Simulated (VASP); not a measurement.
Level of theory: PBEsol GGA, VASP's PBE PAW potentials (set 64) (plane waves; VASP).

VASP ran on this input.

### POSCAR
```
Sr
1.0
  0.0000000000   3.0146217040   3.0146217040
  3.0146217040   0.0000000000   3.0146217040
  3.0146217040   3.0146217040   0.0000000000
Sr
1
Cartesian
  3.0146217040   0.0000000000   3.0146217040
```

### KPOINTS
```
Regular mesh
0
Gamma
 8 8 8
0 0 0
```

### INCAR
```
# general
SYSTEM  = Sr
PREC    = Accurate
ENCUT   = 520
LREAL   = .FALSE.   # projection in real space or not
LASPH   = .TRUE.

# electronic loop
EDIFF   = 1E-7   # SCF stop (eV)
NELM    = 100
ALGO    = Normal
LMAXMIX = 4

# smearing
ISMEAR  = 0   # Gaussian
SIGMA   = 0.05   # width (eV)

# functional
GGA     = PS   # PBEsol

# ions
ISIF    = 2

# output
LWAVE   = .FALSE.
LCHARG  = .FALSE.
```

POTCAR, in this order: Sr_sv (PBE.64 set). Program: vasp_std.

The resulting files:

### OSZICAR
```
       N       E                     dE             d eps       ncg     rms          rms(c)
DAV:   1     0.391375661662E+02    0.39138E+02   -0.50381E+03   522   0.970E+02
DAV:   2    -0.852776274642E-01   -0.39223E+02   -0.38239E+02   569   0.166E+02
DAV:   3    -0.175569872427E+01   -0.16704E+01   -0.16561E+01   760   0.293E+01
DAV:   4    -0.184270649436E+01   -0.87008E-01   -0.86975E-01   739   0.560E+00
DAV:   5    -0.184347506364E+01   -0.76857E-03   -0.76823E-03   808   0.467E-01    0.114E+01
DAV:   6    -0.184135559667E+01    0.21195E-02   -0.59134E-03   668   0.107E+00    0.645E+00
DAV:   7    -0.183997423483E+01    0.13814E-02   -0.11006E-02   641   0.140E+00    0.262E-01
DAV:   8    -0.183997015955E+01    0.40753E-05   -0.15104E-03   800   0.236E-01    0.106E-01
DAV:   9    -0.183998695323E+01   -0.16794E-04   -0.28246E-05   710   0.506E-02    0.373E-02
DAV:  10    -0.183999564930E+01   -0.86961E-05   -0.71834E-06   646   0.288E-02    0.225E-02
DAV:  11    -0.183999525415E+01    0.39515E-06   -0.36253E-07   702   0.595E-03    0.745E-03
DAV:  12    -0.183999487067E+01    0.38348E-06   -0.13482E-07   642   0.313E-03    0.273E-03
DAV:  13    -0.183999487102E+01   -0.34618E-09   -0.55524E-09   320   0.578E-04
   1 F= -.18399949E+01 E0= -.18394307E+01  d E =-.112832E-02
```

File OUTCAR:
```
------------------------ aborting loop because EDIFF is reached ----------------------------------------
  FORCE on cell =-STRESS in cart. coord.  units (eV):
  Direction    XX          YY          ZZ          XY          YZ          ZX
  --------------------------------------------------------------------------------------
  Total       -0.2248920     -0.2248920     -0.2248920      0.0000000     -0.0000000     -0.0000000
  in kB       -6.5759151     -6.5759151     -6.5759151      0.0000000     -0.0000000     -0.0000000
  external PRESSURE =      -6.5759151 kB  Pullay stress =       0.0000000 kB
  volume of cell :       54.79
      direct lattice vectors                 reciprocal lattice vectors
     0.000000000  3.014621704  3.014621704    -0.165858290  0.165858290  0.165858290
     3.014621704  0.000000000  3.014621704     0.165858290 -0.165858290  0.165858290
     3.014621704  3.014621704  0.000000000     0.165858290  0.165858290 -0.165858290
 POSITION                                       TOTAL-FORCE (eV/Angst)
 -----------------------------------------------------------------------------------
      0.00000      0.00000      0.00000        -0.000000     -0.000000     -0.000000
 -----------------------------------------------------------------------------------
    total drift:                                0.000000      0.000000     -0.000000
  FREE ENERGIE OF THE ION-ELECTRON SYSTEM (eV)
  ---------------------------------------------------
  free  energy   TOTEN  =        -1.8399948710 eV

  energy  without entropy=       -1.8388665471  energy(sigma->0) =       -1.83943071
```
(Selected blocks of OUTCAR.)

File OUTCAR:
```
 val. band max:        1.4141985454   @ k =  -0.3750   0.3750   0.0000

 cond. band min:       1.5367347399   @ k =  -0.3750   0.2500   0.1250


 Fermi energy:         1.5118730770

 k-point     1 :       0.0000    0.0000    0.0000
  band No.  band energies     occupation
      1     -35.0230      2.00000
      2     -16.9237      2.00000
      3     -16.9237      2.00000
      4     -16.9237      2.00000
      5      -2.1563      2.00000
      6       3.8439      0.00000
      7       3.8439      0.00000
      8       3.8439      0.00000
      9       5.3235      0.00000

 k-point     2 :       0.1250    0.0000    0.0000
  band No.  band energies     occupation
      1     -35.0209      2.00000
      2     -16.9539      2.00000
      3     -16.9277      2.00000
      4     -16.9277      2.00000
      5      -1.9056      2.00000
      6       3.4799      0.00000
      7       3.9516      0.00000
      8       3.9516      0.00000
      9       5.1902      0.00000

 k-point     3 :       0.2500    0.0000    0.0000
  band No.  band energies     occupation
      1     -35.0158      2.00000
      2     -17.0258      2.00000
      3     -16.9375      2.00000
      4     -16.9375      2.00000
      5      -1.2098      2.00000
      6       2.7643      0.00000
      7       3.9977      0.00000
      8       3.9977      0.00000
      9       5.2722      0.00000

 k-point     4 :       0.3750    0.0000    0.0000
  band No.  band energies     occupation
      1     -35.0108      2.00000
      2     -17.0961      2.00000
      3     -16.9473      2.00000
      4     -16.9473      2.00000
      5      -0.2619      2.00000
      6       2.0502      0.00000
      7       3.7937      0.00000
      8       3.7937      0.00000
      9       5.9194      0.00000

 k-point     5 :       0.5000    0.0000    0.0000
  band No.  band energies     occupation
      1     -35.0087      2.00000
      2     -17.1248      2.00000
      3     -16.9513      2.00000
...
```

The compound is Sr in the fcc structure. This cell is one point of a volume scan, at 1.06 of the reference volume.
